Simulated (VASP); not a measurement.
Data:

```
CELL_PARAMETERS angstrom
      0.00000     2.83050     2.83050
      2.83050     0.00000     2.83050
      2.83050     2.83050     0.00000
ATOMIC_POSITIONS crystal
  Ag 0.00000 0.00000 0.00000
  Cl 0.50000 0.50000 0.50000
```

Level of theory: PBE GGA, VASP's PBE PAW potentials (set 64) (plane waves; VASP). Run with 375 eV cut-off, 7×7×7 Γ-centred mesh, Gaussian smearing of 0.050 eV, potentials Ag Cl.

Q: Give the stress tensor in GPa (positive for a compressed cell).

A: 
```
-1.44   0.00   0.00
 0.00  -1.44   0.00
 0.00   0.00  -1.44
```
The pressure is its mean diagonal, -1.44 GPa.

The compound is AgCl in the rock salt structure. The cell was not relaxed at this level. The run is one of a series of settings (ENCUT = 375 against the base run), some of them coarse on purpose.
